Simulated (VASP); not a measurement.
Calculation: PBE GGA with D3 dispersion (Becke-Johnson damping), VASP's PBE PAW potentials (set 64) (plane waves; VASP).

VASP ran on this input.

File KPOINTS:
```
K-points
0
Gamma
8 8 5
```

INCAR:
```
SYSTEM = AlN
PREC = Accurate; ENCUT = 520; LREAL = .FALSE.
LASPH = .TRUE.
EDIFF = 1E-7; NELM = 100; ALGO = Normal
ISMEAR = 0; SIGMA = 0.05
GGA = PE; IVDW = 12
IBRION = 2; NSW = 30; ISIF = 4
EDIFFG = -0.01
LWAVE = .FALSE.; LCHARG = .FALSE.
```

**POSCAR**
```
AlN
1
    1.5539617475    -2.6915406939     0.0000000000
    1.5539617475     2.6915406939     0.0000000000
    0.0000000000     0.0000000000     4.9762688879
Al N
2 2
Direct
  0.6666670000   0.3333330000   0.5000499365
  0.3333330000   0.6666670000   0.0000499365
  0.6666670000   0.3333330000   0.8819500635
  0.3333330000   0.6666670000   0.3819500635
```

POTCAR, in this order: Al N (PBE.64 set). Program: vasp_std.

The run wrote:

OSZICAR:
```
       N       E                     dE             d eps       ncg     rms          rms(c)
DAV:   1     0.495673128411E+02    0.49567E+02   -0.76079E+03   720   0.119E+03
DAV:   2    -0.304308338696E+02   -0.79998E+02   -0.73292E+02  1032   0.224E+02
DAV:   3    -0.344950364406E+02   -0.40642E+01   -0.40430E+01   932   0.537E+01
DAV:   4    -0.345289723226E+02   -0.33936E-01   -0.33927E-01   820   0.573E+00
DAV:   5    -0.345294562331E+02   -0.48391E-03   -0.48389E-03   912   0.702E-01    0.122E+01
DAV:   6    -0.297655415485E+02    0.47639E+01   -0.16946E+01   868   0.316E+01    0.426E+00
DAV:   7    -0.297792356348E+02   -0.13694E-01   -0.65639E-01   780   0.642E+00    0.291E+00
DAV:   8    -0.297724582752E+02    0.67774E-02   -0.77832E-02   824   0.292E+00    0.480E-01
DAV:   9    -0.297676793317E+02    0.47789E-02   -0.20524E-02   928   0.107E+00    0.239E-01
DAV:  10    -0.297682261280E+02   -0.54680E-03   -0.22407E-03   824   0.365E-01    0.130E-01
DAV:  11    -0.297681582833E+02    0.67845E-04   -0.20477E-04   852   0.116E-01    0.321E-02
DAV:  12    -0.297681600796E+02   -0.17963E-05   -0.79924E-06   804   0.291E-02    0.883E-03
DAV:  13    -0.297681597840E+02    0.29555E-06   -0.54835E-06   864   0.175E-02    0.534E-03
DAV:  14    -0.297681597675E+02    0.16497E-07   -0.41041E-07   800   0.577E-03
   1 F= -.30846139E+02 E0= -.30846139E+02  d E =-.308461E+02
```

**OUTCAR**
```
------------------------ aborting loop because EDIFF is reached ----------------------------------------
 Edisp (eV)   -1.07798
  FORCE on cell =-STRESS in cart. coord.  units (eV):
  Direction    XX          YY          ZZ          XY          YZ          ZX
  --------------------------------------------------------------------------------------
  Total       0.00204     0.00204     0.01079     0.00000     0.00000     0.00000
  in kB       0.07850     0.07850     0.41535     0.00000     0.00000     0.00000
  external pressure =        0.19 kB  Pullay stress =        0.00 kB
  volume of cell :       41.63
      direct lattice vectors                 reciprocal lattice vectors
     1.553961748 -2.691540694  0.000000000     0.321758242 -0.185767208  0.000000000
     1.553961748  2.691540694  0.000000000     0.321758242  0.185767208  0.000000000
     0.000000000  0.000000000  4.976268888     0.000000000  0.000000000  0.200953771
  FREE ENERGIE OF THE ION-ELECTRON SYSTEM (eV)
  ---------------------------------------------------
  free  energy   TOTEN  =       -30.8461394128 eV

  energy  without entropy=      -30.8461394128  energy(sigma->0) =      -30.84613941

 reached required accuracy - stopping structural energy minimisation
```
(Selected blocks of OUTCAR.)

File OUTCAR:
```
 val. band max:        6.1906053142   @ k =   0.0000   0.0000   0.0000

 cond. band min:      10.4243444683   @ k =   0.0000   0.0000   0.0000


 Fermi energy:         6.4003379306

 k-point     1 :       0.0000    0.0000    0.0000
  band No.  band energies     occupation
      1      -9.0221      2.00000
      2      -6.8650      2.00000
      3       0.1791      2.00000
      4       5.3182      2.00000
      5       5.3182      2.00000
      6       5.9695      2.00000
      7       5.9695      2.00000
      8       6.1906      2.00000
      9      10.4243      0.00000
     10      12.8760      0.00000
     11      16.8305      0.00000
     12      17.3608      0.00000

 k-point     2 :       0.1250    0.0000    0.0000
  band No.  band energies     occupation
      1      -8.8238      2.00000
      2      -6.7545      2.00000
      3       0.4156      2.00000
      4       4.4486      2.00000
      5       5.0753      2.00000
      6       5.1479      2.00000
      7       5.9318      2.00000
      8       6.0989      2.00000
      9      11.2528      0.00000
     10      13.6090      0.00000
     11      15.9943      0.00000
     12      16.2883      0.00000

 k-point     3 :       0.2500    0.0000    0.0000
  band No.  band energies     occupation
      1      -8.2706      2.00000
      2      -6.4940      2.00000
      3       1.0949      2.00000
      4       2.7237      2.00000
      5       3.7193      2.00000
      6       4.6102      2.00000
      7       5.7507      2.00000
      8       5.7672      2.00000
      9      12.4009      0.00000
     10      13.8084      0.00000
     11      14.2992      0.00000
     12      16.2510      0.00000

 k-point     4 :       0.3750   -0.0000    0.0000
  band No.  band energies     occupation
      1      -7.5222      2.00000
      2      -6.3066      2.00000
      3       1.2755      2.00000
      4       2.0891      2.00000
      5       2.5137      2.00000
      6       4.2311      2.00000
...
```

The compound is AlN in the wurtzite structure. It was relaxed first.
